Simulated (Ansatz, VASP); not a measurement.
Zr2SiC2 in VASP and in Ansatz

```
CELL_PARAMETERS angstrom
4.66384 0.00000 0.00000
-2.33192 4.03900 0.00000
0.00000 0.00000 4.43428
ATOMIC_POSITIONS crystal
Zr 0.33333 0.66667 0.00000
Zr 0.66667 0.33333 0.00000
Si 0.00000 0.00000 0.50000
C 0.33333 0.66667 0.50000
C 0.66667 0.33333 0.50000
```

Alike in both runs: functional PBE; k mesh 6 × 6 × 4; occupations gaussian, width 0.1 eV; no spin polarisation.

Ansatz relaxed the structure, and its values are those at the end. VASP's run is a single point on that final structure, the one shown.

```csv
,VASP,Ansatz
version,VASP 6.6.1,Ansatz 0.2.0
potentials or method,"VASP PAW PBE potentials, release 64 (Zr_sv, Si, C)","scalar-relativistic, plane waves, PAW"
plane-wave cutoff (eV),520,420
valence electrons in the cell,36,36
```

Ansatz gave:

```
gap on the k mesh at the Fermi level (eV) : none
pressure (GPa)                            : 0.0
```

Question: Which values does VASP return?

Answer: gap on the k mesh at the Fermi level (eV): none; pressure (GPa): 0.1.

A gap of «none» marks a metal or a gap that the smearing closes. The functional is the same, so the differences come from potentials, cutoffs and numerics.
